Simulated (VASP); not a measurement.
# Lattice of Bi4Te3 (Pilsenite), functional by functional, part 2 of 2

Which functional gives which lattice for Bi4Te3 (Pilsenite)? The starting structure is a measured crystal structure from the Crystallography Open Database. The first relaxation on each setting starts from this cell expanded by 3 % in volume.

VASP 6.6.1.

Results so far: PBEsol 33.72 Å³ an atom; LDA 32.93 Å³ an atom; PBE 36.00 Å³ an atom.

**5. Relaxation with PBEsol + D3(BJ)**

Level of this step: PBEsol with D3(BJ); plane waves and PAW (Bi_d, Te) (VASP).

D3 with Becke-Johnson damping keeps a finite attraction at short range. This run starts from the cell of an earlier relaxation, which isn't shown; the restart sets up the plane waves anew.

The input, INCAR:

```
SYSTEM = Bi4Te3
PREC = Accurate
ENCUT = 450
EDIFF = 1E-06
NELM = 100
ISMEAR = 1
SIGMA = 0.15
LREAL = .FALSE.
ALGO = Normal
GGA = PS
IVDW = 12
NBANDS = 48
LORBIT = 11
LWAVE = .FALSE.
LCHARG = .FALSE.
KPAR = 8
IBRION = 2
NSW = 50
ISIF = 3
EDIFFG = -0.006
```

The input, POSCAR:

```
Bi4Te3
1.0
   -4.3741694443      0.0000000000      0.0000000000
    2.1870847222     -3.7881418593      0.0000000000
    2.1870847222      1.2627139531     13.5452239120
Bi Te
4 3
Direct
    0.7078906188      0.8539453094      0.5618359282
    0.2921093812      0.1460546906      0.4381640718
    0.5706331180      0.2853165590      0.8559496770
    0.4293668820      0.7146834410      0.1440503230
    0.1530360172      0.5765180086      0.7295540258
    0.8469639828      0.4234819914      0.2704459742
    0.0000000000      0.0000000000      0.0000000000
```

The input, KPOINTS:

```
Automatic mesh
0
Gamma
8 8 8
0 0 0
```

Potentials, in the order of the species: Bi_d and Te (PBE family, release 64).

The run is started by

```
> mpirun -np 8 vasp_std
```

Output:

```text
[banner, memory and clock lines left out]
running    8 mpi-ranks, on    1 nodes
[...]
[... a notice as in an earlier step ...]

 [... a notice as in an earlier step ...]

 LDA part: xc-table for (Slater+PW92), standard interpolation
 POSCAR, INCAR and KPOINTS ok, starting setup
[...]
entering main loop
       N       E                     dE             d eps       ncg     rms          rms(c)
DAV:   1     0.809492927666E+03    0.80949E+03   -0.34276E+04  6240   0.156E+03
DAV:   2     0.728552732082E+02   -0.73664E+03   -0.71776E+03  6264   0.447E+02
DAV:   3    -0.238607066489E+02   -0.96716E+02   -0.92790E+02  7608   0.177E+02
DAV:   4    -0.288822328789E+02   -0.50215E+01   -0.49544E+01  7192   0.417E+01
[...]
DAV:  12    -0.288518338722E+02    0.15244E-05   -0.94718E-05  7656   0.522E-02    0.237E-02
DAV:  13    -0.288518346087E+02   -0.73646E-06   -0.21482E-05  7568   0.225E-02    0.954E-03
DAV:  14    -0.288518342127E+02    0.39595E-06   -0.32663E-06  5680   0.959E-03
   1 F= -.32181067E+02 E0= -.32181673E+02  d E =-.321811E+02
[... from here on, the cycles between the ionic steps are left out ...]
   2 F= -.32181085E+02 E0= -.32181693E+02  d E =-.179994E-04
   3 F= -.32180881E+02 E0= -.32181493E+02  d E =0.185903E-03
   4 F= -.32181049E+02 E0= -.32181659E+02  d E =0.174340E-04
   5 F= -.32181075E+02 E0= -.32181684E+02  d E =-.809285E-05
   6 F= -.32181080E+02 E0= -.32181689E+02  d E =-.137085E-04
   7 F= -.32181082E+02 E0= -.32181690E+02  d E =-.150375E-04
   8 F= -.32181079E+02 E0= -.32181685E+02  d E =0.278550E-05
 trial-energy change:    0.000003  1 .order   -0.000032   -0.000056   -0.000008
 step:   0.8317(harm=  0.8317)  dis= 0.00031  next Energy=   -32.181114 (dE=-0.324E-04)
 reached required accuracy - stopping structural energy minimisation
```

Wall time 2.4 min (8 MPI ranks of Intel Xeon 6975P-C (Granite Rapids), shared host); peak memory 5.2 GiB.

From OUTCAR (step 5):

```text
 Edisp (eV)   -3.32567

 Edisp (eV)   -3.32856

  Total      -0.00592    -0.00592    -0.01049     0.00000    -0.00000    -0.00000
  in kB      -0.04224    -0.04224    -0.07488     0.00000    -0.00000    -0.00000
  external pressure =       -0.05 kB  Pullay stress =        0.00 kB

 POSITION                                       TOTAL-FORCE (eV/Angst)
 -----------------------------------------------------------------------------------
      0.00000     -2.52567      7.61014         0.000000      0.000000      0.001498
      0.00000     -0.00000      5.93529        -0.000000     -0.000000     -0.001498
      0.00000     -0.00000     11.59456         0.000000      0.000000      0.002031
      0.00000     -2.52567      1.95087        -0.000000     -0.000000     -0.002031
      2.18729     -1.26283      9.88247         0.000000      0.000000      0.002289
     -2.18729     -1.26283      3.66296        -0.000000     -0.000000     -0.002289
     -2.18729      1.26283     13.54543         0.000000      0.000000      0.000000
 -----------------------------------------------------------------------------------
    total drift:                               -0.000000     -0.000000     -0.000000

  FREE ENERGIE OF THE ION-ELECTRON SYSTEM (eV)
  ---------------------------------------------------
  free  energy   TOTEN  =       -32.1810789899 eV

  energy  without entropy=      -32.1828973443  energy(sigma->0) =      -32.18168511

[... 2 parts as in an earlier step ...]

[... 2 further parts left out ...]
[key lines of the parts left out:]
E-fermi :   7.1405
```

With PBEsol + D3(BJ) the relaxed cell holds 32.070 Å³ an atom, -6.29 % against the measured cell, with a = 4.375 Å and c = 40.636 Å. That is -4.90 % from PBEsol.

**6. Relaxation with r2SCAN**

r2SCAN adds the kinetic-energy density, costs more than a GGA and is run with LASPH. This run starts from the cell of an earlier relaxation, which isn't shown and was stopped at its time limit.

INCAR, as its differences from that of step 5:

```diff
@@ -9,4 +9,4 @@
 ALGO = Normal
-GGA = PS
-IVDW = 12
+METAGGA = R2SCAN
+LASPH = .TRUE.
 NBANDS = 48
```

The input, POSCAR:

```
Bi4Te3
1.0
   -4.4622004673      0.0000000000      0.0000000000
    2.2311002336     -3.8643789615      0.0000000000
    2.2311002336      1.2881263205     14.5811637886
Bi Te
4 3
Direct
    0.7042552876      0.8521276438      0.5563829314
    0.2957447124      0.1478723562      0.4436170686
    0.5737629105      0.2868814553      0.8606443658
    0.4262370895      0.7131185447      0.1393556342
    0.1627667237      0.5813833618      0.7441500855
    0.8372332763      0.4186166382      0.2558499145
    0.0000000000      0.0000000000      0.0000000000
```

KPOINTS is that of step 5.

The run is started by

```
> mpirun -np 8 vasp_std
```

Output:

```text
[banner, memory and clock lines left out]
running    8 mpi-ranks, on    1 nodes
[...]
[... a notice as in an earlier step ...]

 [... a notice as in an earlier step ...]

 LDA part: xc-table for (None), standard interpolation
 POSCAR, INCAR and KPOINTS ok, starting setup
[...]
entering main loop
       N       E                     dE             d eps       ncg     rms          rms(c)
DAV:   1     0.513905208398E+03    0.51391E+03   -0.35041E+04  6240   0.155E+03
DAV:   2    -0.228934722897E+03   -0.74284E+03   -0.72385E+03  6320   0.439E+02
DAV:   3    -0.323406384698E+03   -0.94472E+02   -0.91132E+02  7704   0.177E+02
DAV:   4    -0.328250498346E+03   -0.48441E+01   -0.48031E+01  7352   0.421E+01
[...]
DAV:  13    -0.311601484563E+03   -0.14008E-04   -0.53045E-05  6872   0.466E-02    0.207E-02
DAV:  14    -0.311601481934E+03    0.26291E-05   -0.77362E-06  7336   0.199E-02    0.778E-03
DAV:  15    -0.311601481668E+03    0.26543E-06   -0.41189E-07  3688   0.479E-03
   1 F= -.31160148E+03 E0= -.31160226E+03  d E =-.311601E+03
[... from here on, the cycles between the ionic steps are left out ...]
   2 F= -.31160186E+03 E0= -.31160262E+03  d E =-.373437E-03
   3 F= -.31160208E+03 E0= -.31160281E+03  d E =-.595525E-03
   4 F= -.31160224E+03 E0= -.31160295E+03  d E =-.166292E-03
   5 F= -.31160224E+03 E0= -.31160296E+03  d E =-.167172E-03
   6 F= -.31160224E+03 E0= -.31160296E+03  d E =-.167076E-03
   7 F= -.31160227E+03 E0= -.31160299E+03  d E =-.285042E-04
   8 F= -.31160230E+03 E0= -.31160302E+03  d E =-.562160E-04
   9 F= -.31160230E+03 E0= -.31160303E+03  d E =-.581348E-04
  10 F= -.31160233E+03 E0= -.31160306E+03  d E =-.270491E-04
  11 F= -.31160239E+03 E0= -.31160312E+03  d E =-.829626E-04
[...]
reached required accuracy - stopping structural energy minimisation
```

Wall time 12 min (8 MPI ranks); peak memory 5.8 GiB.

Parts of OUTCAR (step 6):

```text
  Total        0.0380559      0.0380559      0.0307528      0.0000000     -0.0000000     -0.0000000
  in kB        0.2424754      0.2424754      0.1959434      0.0000000     -0.0000000     -0.0000000
  external PRESSURE =       0.2269647 kB  Pullay stress =       0.0000000 kB

 POSITION                                       TOTAL-FORCE (eV/Angst)
 -----------------------------------------------------------------------------------
     -0.00000     -2.57992      8.09028        -0.000000      0.000000      0.000557
     -0.00000      0.00000      6.45088         0.000000     -0.000000     -0.000557
      0.00000     -0.00000     12.52236        -0.000000      0.000000      0.003394
     -0.00000     -2.57992      2.01880         0.000000     -0.000000     -0.003394
      2.23428     -1.28996     10.83015        -0.000000     -0.000000      0.005910
     -2.23428     -1.28996      3.71101         0.000000      0.000000     -0.005910
     -0.00000     -0.00000     -0.00000        -0.000000      0.000000     -0.000000
 -----------------------------------------------------------------------------------
    total drift:                                0.000000     -0.000000      0.000000

  FREE ENERGIE OF THE ION-ELECTRON SYSTEM (eV)
  ---------------------------------------------------
  free  energy   TOTEN  =      -311.6023853667 eV

  energy  without entropy=     -311.6045772976  energy(sigma->0) =     -311.60311601

[... 2 parts as in an earlier step ...]

[... 2 further parts left out ...]
[key lines of the parts left out:]
E-fermi :   6.0166
```

Logs of long relaxations may skip ionic steps without a mark.

With r2SCAN the relaxed cell holds 35.923 Å³ an atom, +4.97 % against the measured cell, with a = 4.469 Å and c = 43.623 Å. That is +6.53 % from PBEsol.

**7. The runs compared**

```
          level  volume (Å³/atom)  against the measured cell (%)   a (Å)    c (Å)  pressure left (GPa)  core minutes
         PBEsol            33.721                          -1.47  4.4408  41.4631                  0.0          99.6
            LDA            32.933                          -3.77  4.4123  41.0193                 0.02          51.6
            PBE            35.999                           5.19  4.5094  42.9284                -0.01          84.7
PBEsol + D3(BJ)             32.07                          -6.29  4.3746  40.6363                -0.01          82.4
         r2SCAN            35.923                           4.97  4.4686  43.6235                 0.02         299.0
```

Core minutes are wall time times ranks, summed over the relaxations behind a row (those for a bulk modulus apart), on shared hosts.

**8. What came out**

```json
{
 "volume, PBEsol": "33.72 Å³/atom",
 "volume, LDA": "32.93 Å³/atom",
 "volume, PBE": "36.00 Å³/atom",
 "volume, PBEsol + D3(BJ)": "32.07 Å³/atom",
 "volume, r2SCAN": "35.92 Å³/atom"
}
```

Across 5 levels the volume of Bi4Te3 (Pilsenite) spans 12.3 %, from 32.07 Å³ an atom (PBEsol + D3(BJ)) to 36.00 Å³ (PBE). Against the measured volume of the starting structure, PBEsol comes nearest (-1.5 %) and PBEsol + D3(BJ) lies farthest (-6.3 %). The measured cell holds zero-point expansion and, unless it was taken cold, thermal expansion, which the runs lack, so small differences decide nothing. Adding D3(BJ) to PBEsol changes the volume by -4.9 %. LASPH is on in some of these runs and off in others, which adds a little to the differences. Spin-orbit coupling is left out of all runs, which can matter with elements this heavy. All runs keep the symmetry of the start, so they can't find a distortion of lower symmetry. Further runs on this material are not shown.

[Lines on the potential files, build, host, timing and source positions are cut from VASP's logs without a mark.]

[Logs are printed without paths, hosts, clocks, repeated set-up lines and the standing remarks that a program may print on its own settings, such as how far it seeks lower states.]

[Hosts, paths, dates, database ids (printed as entryN), source tags and the programs' standing remarks are cut or masked in the printed files.]
